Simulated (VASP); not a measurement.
Here is the system:

```
CELL_PARAMETERS angstrom
      2.70824     0.00000     0.00000
      0.00000     2.70824     0.00000
      0.00000     0.00000     2.70824
ATOMIC_POSITIONS crystal
  Al 0.50000 0.50000 0.50000
  Fe 0.00000 0.00000 0.00000
```

Calculation: PBE GGA, VASP's PBE PAW potentials (set 64) (plane waves; VASP). Run with 500 eV cut-off, 13×13×13 Γ-centred mesh, first-order Methfessel-Paxton smearing of 0.10 eV, potentials Al Fe.

Q: Predict the energy per atom (σ→0), pressure, band gap (on the k-mesh) with the smallest direct gap where there is one.

A: 
```json
{
  "band gap (on the k-mesh)": "none (metal, semimetal or under 0.01 eV)",
  "energy per atom (σ→0)": "-6.079 eV/atom",
  "pressure": "44.98 GPa"
}
```

The absolute energy has meaning only against runs of the same code, potentials and settings.

The compound is FeAl in the CsCl type structure. It was relaxed first under an external pressure of 45 GPa. The run is not spin-polarised, so no magnetic state was tried. The electron count is odd and the run is not spin-polarised, which forces a metal.
